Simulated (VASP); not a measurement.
The system is CsFe2C2.

```
Cs Fe C
1.0
     0.00000    3.78118    0.00000
     3.78118    0.00000    0.00000
     1.89059    1.89059   -6.55801
Cs Fe C
1 2 2
Direct
  0.00000 0.00000 0.00000
  0.75000 0.25000 0.50000
  0.25000 0.75000 0.50000
  0.33620 0.33620 0.32760
  0.66380 0.66380 0.67240
```

The cell was built by a generator and needn't be a form met in nature.

Base run:

| Quantity | Value |
| --- | --- |
| Program | VASP 6.6.1 |
| Functional | PBE |
| Potentials or basis | VASP PAW PBE potentials, release 64 (Cs_sv, Fe, C) |
| Cutoff | 520 eV |
| k mesh | 5 × 5 × 5 |
| Occupations | fermi-dirac, width 0.1 eV |
| Spin | no spin polarisation |

Its results: band gap on the k mesh none (metal or under the smearing width); pressure -21.5 GPa; largest force 4.605 eV/Å.

Q: The run is repeated on the same cell with these changes: occupations from fermi-dirac, width 0.1 eV to tetrahedron; further incar settings from ALGO = Normal; EDIFF = 1e-07; NBANDS = 24 to ALGO = Fast; EDIFF = 1e-07; NBANDS = 24. What comes out?

A: Band gap on the k mesh none (metal or under the smearing width); pressure -21.9 GPa; largest force 4.831 eV/Å.

Caveats: so large a pressure means that the cell lies far from this level's equilibrium, or that cutoff or potentials fall short; forces of over 1 eV/Å show positions far from the minimum, so gaps and moduli don't describe the material at rest; tetrahedron occupations give inexact forces and stress in metals (some runs).
